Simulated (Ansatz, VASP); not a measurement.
# BP in two plane-wave programs, part 2 of 2

One calculation is typed for both programs; each brings its own data sets. How far apart do they land? The cell is taken from a series of runs on this material, whose earlier steps may have relaxed, scaled, displaced or heated it; both programs get it as it stands.

VASP 6.6.1 and Ansatz 0.2.0.

So far: Set-up; VASP: zone-centre phonons, LDA, pair 1.

**3. Ansatz: zone-centre phonons, LDA, pair 1**

Level of this step: Ansatz beside VASP: Kohn-Sham DFT, plane waves, LDA (Ansatz).

Ansatz runs on its PAW soft_1 files.

The same cell, functional (in two slightly different forms) and mesh now go to Ansatz, which takes its cutoff from its data sets.

The input, input.yaml:

```yaml
crystal:
  lattice:
    - [0.0, 2.2003853956, 2.2664095226]
    - [2.2003853956, 0.0, 2.2664095226]
    - [2.2003853956, 2.2003853956, 0.0]
  atoms:
    - { symbol: B, position: [0.0, 0.0, 0.0] }
    - { symbol: P, position: [0.75, 0.75, 0.75] }
kpoints:
  mp_grid: { grid: [12, 12, 12] }
hamiltonian:
  xc: lda
  pseudopotentials: { kind: paw, azcp: { folder: soft_1 }, xc_functional: pbe }
scf:
  occupations: { method: fixed }
output:
  eigenvalues: true
phonons:
  method: dfpt
  dielectric: true
  rigid_motions: translations
```

Command:

```bash
$ ansatz run input.yaml --threads 4 --pin off --max-ram 10240MiB --backend cpu --events-out ev --progress --plain --runs-dir out
```

Numbers of over 12 decimals in the logs are rounded to 6 here.

The log of the run:

```text
Engine: ansatz 0.2.0, aarch64-unknown-linux-gnu
Pseudopotentials: kind: paw
Pseudopotential: B, paw, valence charge 3, recommended cutoff 420 eV (normal), soft_1/B.paw.azcp
Pseudopotential: P, paw, valence charge 5, recommended cutoff 420 eV (normal), soft_1/P.paw.azcp
Functional definition: SPW92
  exchange = slater_x
  correlation = pw_c
Crystal: 2 atoms, lattice volume = 21.947 Å³
Basis set: ecut = 420 eV, 427 PW (Γ), exchange–correlation on 48×48×48 points (8 copies of the dense FFT grid, shifted against one another)
Bands: 8, of which v1, the nominal top of the filled ones, is band 4 counted from 1 (3 counted from 0)
Symmetry: 8 space group operations
k-points: 868 of 1728 (irreducible under 1 space group operation, time reversal used)
Non-local potential: B, projectors of the file, l = 0: 2, l = 1: 2, l = 2: 1
Non-local potential: P, projectors of the file, l = 0: 2, l = 1: 2, l = 2: 1
PAW form: soft (Blöchl's): semilocal exchange-correlation on the pseudo side does not see the compensation charge
PAW frozen core: B, regenerated for the run's functional, and the local potential with it (the file was generated under x = pbe(κ = 0.804, μ = 0.219515), c = pbe(β = 0.066725))
PAW frozen core: P, regenerated for the run's functional, and the local potential with it (the file was generated under x = pbe(κ = 0.804, μ = 0.219515), c = pbe(β = 0.066725))
PAW one-centre angular grid: B, 110 points (default); XC on 64 Gauss nodes
PAW one-centre angular grid: P, 110 points (default); XC on 64 Gauss nodes
Initial density: superposition of atomic densities (chi_scale 0.1, normalization cell, long waves kept (reshape's long-wave potential 0.00 eV rms))
Initial wavefunctions: pseudopotential atomic-orbital guess
Functional: x = slater, c = lda
SCF iter   1: F=—  HF=-877.530782 eV  |F-HF|=—  |Δ(HF+E_count)|=         —  Δρ=1.02e-1  dr2=2.52e0  ethr=3.10e-3  ⟨swp⟩=5.1  Hψ=50676  notcnv=0  defer=1661
preconditioner: auto → none  [insulator: Δε(μ)=1.801 eV  Ē_g=13.386 eV  n_scr=0 (ndim 8)  ℏωp=22.4 eV  f_vac=0.000  ε∞_Penn≈3.8]
SCF iter   2: F=—  HF=-876.672567 eV  |F-HF|=—  |Δ(HF+E_count)|=   8.58e-1  Δρ=3.08e-2  dr2=1.57e-1  ethr=3.10e-3  ⟨swp⟩=2.4  Hψ=19446  notcnv=0  defer=1580
SCF iter   3: F=—  HF=-876.619105 eV  |F-HF|=—  |Δ(HF+E_count)|=   5.35e-2  Δρ=1.13e-2  dr2=1.75e-2  ethr=1.97e-3  ⟨swp⟩=3.0  Hψ=12190  notcnv=0  defer=1698
SCF iter   4: F=—  HF=-876.613782 eV  |F-HF|=—  |Δ(HF+E_count)|=   5.32e-3  Δρ=1.62e-3  dr2=2.64e-4  ethr=2.18e-4  ⟨swp⟩=3.0  Hψ=12160  notcnv=0  defer=1730
SCF iter   5: F=—  HF=-876.613725 eV  |F-HF|=—  |Δ(HF+E_count)|=   5.79e-5  Δρ=6.08e-5  dr2=3.14e-7  ethr=3.30e-6  ⟨swp⟩=3.0  Hψ=10855  notcnv=0  defer=1734
SCF iter   6: F=—  HF=-876.613725 eV  |F-HF|=—  |Δ(HF+E_count)|=   1.37e-7  Δρ=1.17e-5  dr2=1.39e-8  ethr=3.93e-9  ⟨swp⟩=2.7  Hψ=10411  notcnv=0  defer=1685
SCF iter   7: F=-876.613725 eV  HF=-876.613725 eV  |F-HF|=6.04e-11  |Δ(HF+E_count)|=   2.02e-9  Δρ=5.83e-7  dr2=9.38e-11  ethr=1.25e-12  ⟨swp⟩=8.6  Hψ=58276  notcnv=0
SCF 1 converged in 7 iterations: F = -876.613725 eV  dr2 = 9.38e-11
  greatest PAW one-centre occupation: 0.764 electrons in one spin orbital (limit 2), on the P atom at site 1 (counted from 0), in its partial waves of l = 0
NSCF: frozen V_eff on 17 k-points
DFPT response loops at Γ: preconditioner auto → none (the input reference at scf.mixing.eps_inf says where Resta's filter doesn't serve); β = 0.50; Broyden in place of MSR1
── the response to a field inside a basis, on 12×12×12 k-points: an SCF that follows is theirs, and a resumed run solves both again ──
Bands: 5, of which v1, the nominal top of the filled ones, is band 4 counted from 1 (3 counted from 0)
k-points: 468 of 1728 (irreducible under 2 space group operations, time reversal used)
Initial density: handed on by an earlier stage of this run
Initial wavefunctions: pseudopotential atomic-orbital guess (no wavefunctions were taken with the density)
Eigensolver: Dense (468 Hₖ)
SCF iter   1: F=—  HF=-876.614027 eV  |F-HF|=—  |Δ(HF+E_count)|=         —  Δρ=1.30e-4  dr2=4.38e-7  ethr=1.00e-1
preconditioner: auto → none  [insulator: Δε(μ)=1.045 eV  Ē_g=10.076 eV  n_scr=0 (ndim 8)  ℏωp=22.4 eV  f_vac=0.000  ε∞_Penn≈6.0]
SCF iter   2: F=—  HF=-876.614027 eV  |F-HF|=—  |Δ(HF+E_count)|=   5.49e-7  Δρ=6.55e-5  dr2=1.11e-7  ethr=5.47e-9
SCF iter   3: F=-876.614027 eV  HF=-876.614027 eV  |F-HF|=3.57e-9  |Δ(HF+E_count)|=   1.91e-7  Δρ=4.06e-6  dr2=4.60e-9  ethr=1.39e-9
SCF 1 converged in 3 iterations: F = -876.614027 eV  dr2 = 4.60e-9
DFPT response loops at Γ: mixed as the last ones told, above
SCF converged after 7 iterations
Free energy (F): -876.613725 eV
Harris-Foulkes:  -876.613725 eV  (|F-HF|=6.04e-11)
Internal energy: -876.613725 eV  (E = F + TS)
E sigma→0 (E₀):  -876.613725 eV
Fermi energy:    10.005021 eV
--- Per-component energies (eV) ---
  E_band       = 25.586788
  E_kinetic    = 124.046128
  E_local      = -58.844270  (includes V_loc(G=0)·N_el)
  E_nonlocal   = 41.923593
  E_hartree    = 16.294789
  E_xc         = -107.130573
  E_vxc        = -102.728625  (∫ρ·V_xc dr)
  E_paw        = -601.525069  (= ΣΔE_a)
  E_vpaw       = -11.399552  (= ΣTr[D̂ρ^β])
  E_aug_tail   = 0.000008  (compensation charges beyond the density's cutoff)
  E_ewald      = -291.541517
  E_core_change = 0.163186  (= ΣΔE_core)
  E_smearing   = -0.000000  (= −TS)
  E_closure    = 0.000000  (closes the sum)
  Σ components = -876.613725   (vs F -876.613725, Δ=0.00e0)
--- Band table (eV; the first three rows and the last of 868) ---
  k-point 0: bands = ["-6.0544", "9.6976", "10.0050", "10.0050", "13.3341", "13.3341", "13.4913", "18.1981"]
  k-point 1: bands = ["-5.9229", "8.8975", "9.5893", "9.7890", "13.6385", "13.6483", "13.8706", "18.5126"]
  k-point 2: bands = ["-5.5311", "6.9791", "9.0803", "9.3400", "14.0100", "14.3040", "14.4401", "19.2541"]
  k-point 867: bands = ["-2.4803", "0.4413", "7.8762", "8.2859", "13.8390", "14.6652", "14.7792", "20.0575"]
--- Phonons (Γ-DFPT): 4 representative perturbations + reference, on 868 of 1728 k-points (Σ response iterations 12) ---
  k mesh reduced under 1 symmetry operation, with k and −k counted as one. Each operation leaves every solved perturbation unchanged. A smaller set is not considered because the run solves the response to a homogeneous field
  ASR residual: 3.000e-4 → 0.000e0 eV/Å²; symmetrization residual: 1.063e-7 eV/Å²
  ASR residual per site (eV/Å²): 2.37e-4 3.00e-4
  Γ frequencies (cm⁻¹): 0.00 0.00 0.00 845.82 845.82 846.13
  ε∞ (high-frequency dielectric tensor):
        9.045377     0.000000     0.000000
        0.000000     9.045377     0.000000
        0.000000     0.000000     9.493264
  ε⁰ (static dielectric tensor: ions relaxed, cell fixed):
        9.264121     0.000000    -0.000000
        0.000000     9.264121     0.000000
       -0.000000     0.000000     9.697654
  ε⁰ − ε∞ (ionic part):
        0.218744    -0.000000    -0.000000
       -0.000000     0.218744     0.000000
       -0.000000     0.000000     0.204390
  softest optical mode at Γ: 845.82 cm⁻¹; the repairs (sum rule, projections) moved no ω² at Γ by more than (2.45 cm⁻¹)²
  Born effective charges Z* (e; rows j = field, columns β = displacement):
    site 0:
        -0.74787    0.00000    0.00000
         0.00000   -0.74787   -0.00000
         0.00000   -0.00000   -0.72317
    site 1:
         0.74787    0.00000   -0.00000
         0.00000    0.74787    0.00000
         0.00000    0.00000    0.72317
  Z* charge neutrality: 1.128e-4 e pre-enforcement
  solved inside a basis spanned on kpoints, on 12×12×12 k-points, its susceptibility summed on 16×16×16: ε∞ is read to err by 2.6e-2, Z* by 5.7e-3 e (field_mesh: kpoints solves on kpoints); Z* is corrected for what the basis lacks
  optical modes at Γ without the LO–TO term, one row a degenerate level:
      ω (cm⁻¹)  modes    IR ((D/Å)²/amu)
        845.82      2             3.2206
        846.13      1             1.5057
  optical modes at Γ + LO–TO along q̂ = [1.0000, 0.0000, 0.0000]:
      ω (cm⁻¹)  modes    IR ((D/Å)²/amu)
        845.82      1             1.6103
        846.13      1             1.5057
        855.99      1             1.6103
  optical modes at Γ + LO–TO along q̂ = [0.0000, 1.0000, 0.0000]:
      ω (cm⁻¹)  modes    IR ((D/Å)²/amu)
        845.82      1             1.6103
        846.13      1             1.5057
        855.99      1             1.6103
  optical modes at Γ + LO–TO along q̂ = [0.0000, 0.0000, 1.0000]:
      ω (cm⁻¹)  modes    IR ((D/Å)²/amu)
        845.82      2             3.2206
        855.19      1             1.5057
```

**4. Comparison**

Known differences besides the potentials themselves: fixed occupations in Ansatz, narrow Gaussian smearing in VASP; VASP's response is taken on the typed mesh, Ansatz refines its own for the field response alone; the cutoff is 420 eV in Ansatz and 500 eV in VASP; VASP's log shows a relativistic correction to its local exchange, Ansatz's none. Total energies have different zeros and are not compared.

Both answers:

```csv
quantity,Ansatz,VASP,difference
ε∞ xx,9.05,9.07,-0.29 %
ε∞ yy,9.05,9.07,-0.29 %
ε∞ zz,9.49,9.52,-0.24 %
Born charge of B1 (mean of the diagonal) (e),-0.74,-0.72,-0.02
Born charge of P2 (mean of the diagonal) (e),0.74,0.72,+0.02
optical mode 1 to 2 (cm⁻¹),845.8,843.5,+0.27 %
optical mode 3 (cm⁻¹),846.1,843.6,+0.30 %
```

Modes are paired by rising frequency, not by their patterns, so a pair may set unlike modes beside each other; they are those without the splitting of longitudinal modes.

**5. Ansatz: zone-centre phonons, LDA, pair 2**

Second derivatives magnify differences that forces hide, and they need a tight electronic threshold. The cell compared in this pair holds 22.29 Å³, against 21.95 Å³ for the pair before.

The cell is taken from a series of runs on this material, whose earlier steps may have relaxed, scaled, displaced or heated it; both programs get it as it stands.

input.yaml, the sections that differ from step 3:

```yaml
crystal:
  lattice:
    - [0.0, 2.2228383078, 2.2558556657]
    - [2.2228383078, 0.0, 2.2558556657]
    - [2.2228383078, 2.2228383078, 0.0]
  atoms:
    - { symbol: B, position: [0.0, 0.0, 0.0] }
    - { symbol: P, position: [0.75, 0.75, 0.75] }
# kpoints, hamiltonian, scf, output, phonons: as in step 3
```

The log of the run:

```text
[...]
Crystal: 2 atoms, lattice volume = 22.292 Å³
Basis set: ecut = 420 eV, 427 PW (Γ), exchange–correlation on 48×48×48 points (8 copies of the dense FFT grid, shifted against one another)
Bands: 8, of which v1, the nominal top of the filled ones, is band 4 counted from 1 (3 counted from 0)
Symmetry: 8 space group operations
k-points: 868 of 1728 (irreducible under 1 space group operation, time reversal used)
[...]
optical modes at Γ + LO–TO along q̂ = [1.0000, 0.0000, 0.0000]:
      ω (cm⁻¹)  modes    IR ((D/Å)²/amu)
[...]
optical modes at Γ + LO–TO along q̂ = [0.0000, 1.0000, 0.0000]:
      ω (cm⁻¹)  modes    IR ((D/Å)²/amu)
[...]
833.58      1             1.3882
        842.28      1             1.3882
  optical modes at Γ + LO–TO along q̂ = [0.0000, 0.0000, 1.0000]:
      ω (cm⁻¹)  modes    IR ((D/Å)²/amu)
        833.58      2             2.7763
        841.50      1             1.3363
[key lines of the parts left out:]
SCF converged after 7 iterations
Free energy (F): -876.631608 eV
Fermi energy:    9.730900 eV
```

**6. VASP: zone-centre phonons, LDA, pair 2**

The same cell, functional (in two slightly different forms) and mesh now go to VASP, with its own data sets.

The input, INCAR:

```
SYSTEM = BP
PREC = Accurate
ENCUT = 500
EDIFF = 1E-08
NELM = 120
ISMEAR = 0
SIGMA = 0.01
LREAL = .FALSE.
ALGO = Normal
GGA = PW92
NBANDS = 10
LORBIT = 11
LWAVE = .FALSE.
LCHARG = .FALSE.
ISIF = 2
IBRION = 8
LEPSILON = .TRUE.
LASPH = .TRUE.
GGA_COMPAT = .FALSE.
EFERMI = MIDGAP
KPAR = 2
```

The input, POSCAR:

```
BP
1.0
    0.0000000000      2.2228383078      2.2558556657
    2.2228383078      0.0000000000      2.2558556657
    2.2228383078      2.2228383078      0.0000000000
B P
1 1
Direct
    0.0000000000      0.0000000000      0.0000000000
    0.7500000000      0.7500000000      0.7500000000
```

The input, KPOINTS:

```
Automatic mesh
0
Gamma
12 12 12
0 0 0
```

Potentials, in the order of the species: B and P (LDA family, release 64).

Command:

```bash
$ mpirun -np 2 vasp_std
```

The log of the run:

```text
[banner, memory and clock lines left out]
running    2 mpi-ranks, on    1 nodes
[...]
[... a notice as in an earlier step ...]

 LDA part: xc-table for (Slater(with rela. corr.)+PW92), standard interpolation
 POSCAR, INCAR and KPOINTS ok, starting setup
[...]
entering main loop
       N       E                     dE             d eps       ncg     rms          rms(c)
DAV:   1     0.729763767658E+01    0.72976E+01   -0.40211E+03  3260   0.702E+02
DAV:   2    -0.147807098318E+02   -0.22078E+02   -0.21077E+02  4594   0.112E+02
DAV:   3    -0.153344827705E+02   -0.55377E+00   -0.55273E+00  3986   0.162E+01
DAV:   4    -0.153367085474E+02   -0.22258E-02   -0.22254E-02  3978   0.118E+00
[...]
DAV:  11    -0.143985886286E+02   -0.17875E-05   -0.60878E-06  4020   0.136E-02    0.381E-02
DAV:  12    -0.143985883430E+02    0.28562E-06   -0.18155E-06  3678   0.619E-03    0.922E-03
DAV:  13    -0.143985883500E+02   -0.70663E-08   -0.60990E-08  3942   0.165E-03
   1 F= -.14398588E+02 E0= -.14398588E+02  d E =0.000000E+00
[...]
RMM:  11    -0.411021686266E-01    0.87774E-08   -0.23458E-08 14942   0.403E-06    0.272E-07
 first order change of Fermi-energy  -0.95926E-05
 force on displaced ion       2 direction 1 : -20.364  -0.000  -0.000
 Born effective charge ion    2 direction 1 :   0.675   0.000   0.000
 Linear response progress:
  Degree of freedom:   4/  4
       N       E                     dE             d eps       ncg     rms          rms(c)
RMM:   1    -0.439025280001E-01   -0.43903E-01    0.58501E-04 12839   0.144E+00
RMM:   2    -0.410452806290E-01    0.28572E-02   -0.83155E-04  8692   0.222E-01    0.155E-01
RMM:   3    -0.410862357450E-01   -0.40955E-04   -0.20859E-05  9223   0.387E-02    0.876E-02
RMM:   4    -0.413936524118E-01   -0.30742E-03   -0.28193E-05  9096   0.375E-02    0.826E-03
[...]
RMM:  10    -0.413566634848E-01   -0.10133E-07   -0.43521E-09 10112   0.586E-06    0.561E-06
RMM:  11    -0.413566534422E-01    0.10043E-07    0.93265E-09  8769   0.384E-06    0.290E-07
RMM:  12    -0.413566537487E-01   -0.30646E-09    0.56142E-09  4967   0.263E-06    0.137E-07
 first order change of Fermi-energy  -0.39736E+01
 force on displaced ion       2 direction 3 :  -0.000  -0.000 -20.350
 Born effective charge ion    2 direction 3 :   0.000   0.000   0.661
 Born effective charges drift removed
 Linear response finished
```

OUTCAR, selected parts (step 6):

```text
  Total        0.5349679      0.5349679     -0.0472578      0.0000000     -0.0000000      0.0000000
  in kB       38.4486658     38.4486658     -3.3964647      0.0000000     -0.0000000      0.0000000
  external PRESSURE =      24.5002890 kB  Pullay stress =       0.0000000 kB

 POSITION                                       TOTAL-FORCE (eV/Angst)
 -----------------------------------------------------------------------------------
      0.00000      0.00000      0.00000         0.000000      0.000000     -0.000000
      3.33426      3.33426      3.38378        -0.000000     -0.000000      0.000000
 -----------------------------------------------------------------------------------
    total drift:                                0.000000      0.000000     -0.000000

 MACROSCOPIC STATIC DIELECTRIC TENSOR (including local field effects in DFT)
 ------------------------------------------------------
           9.134882     0.000000    -0.000000
           0.000000     9.134882    -0.000000
           0.000000    -0.000000     9.356899
 ------------------------------------------------------

 MACROSCOPIC STATIC DIELECTRIC TENSOR IONIC CONTRIBUTION
 ------------------------------------------------------
           0.182097     0.000000     0.000000
           0.000000     0.182097     0.000000
           0.000000     0.000000     0.175085
 ------------------------------------------------------

[... 1 part as in an earlier step ...]

[... 1 further part left out ...]
```

**7. Side by side**

Compared:

```csv
quantity,Ansatz,VASP,difference
ε∞ xx,9.11,9.13,-0.28 %
ε∞ yy,9.11,9.13,-0.28 %
ε∞ zz,9.33,9.36,-0.26 %
Born charge of B1 (mean of the diagonal) (e),-0.69,-0.67,-0.02
Born charge of P2 (mean of the diagonal) (e),0.69,0.67,+0.02
optical mode 1 (cm⁻¹),833.3,830.9,+0.29 %
optical mode 2 to 3 (cm⁻¹),833.6,831.3,+0.28 %
```

Modes are paired by rising frequency, not by their patterns, so a pair may set unlike modes beside each other; they are those without the splitting of longitudinal modes.

**8. Results**

```json
{
  "r.m.s. difference of the optical zone-centre modes, each program's sorted by frequency (zone-centre phonons, LDA, pair 1)": "2.4 cm⁻¹",
  "r.m.s. difference of the optical zone-centre modes, each program's sorted by frequency (zone-centre phonons, LDA, pair 2)": "2.3 cm⁻¹"
}
```

The r.m.s. difference of the optical zone-centre modes, each program's sorted by frequency is 2.4 cm⁻¹ (zone-centre phonons, LDA, pair 1). How closely two codes agree says nothing of how well the functional describes the real material.

[Lines on the potential files, build, host, timing and source positions are cut from VASP's logs without a mark.]

[Logs are printed without paths, hosts, clocks, repeated set-up lines and the standing remarks that a program may print on its own settings, such as how far it seeks lower states.]

[Hosts, paths, dates, database ids (printed as entryN), source tags and the programs' standing remarks are cut or masked in the printed files.]
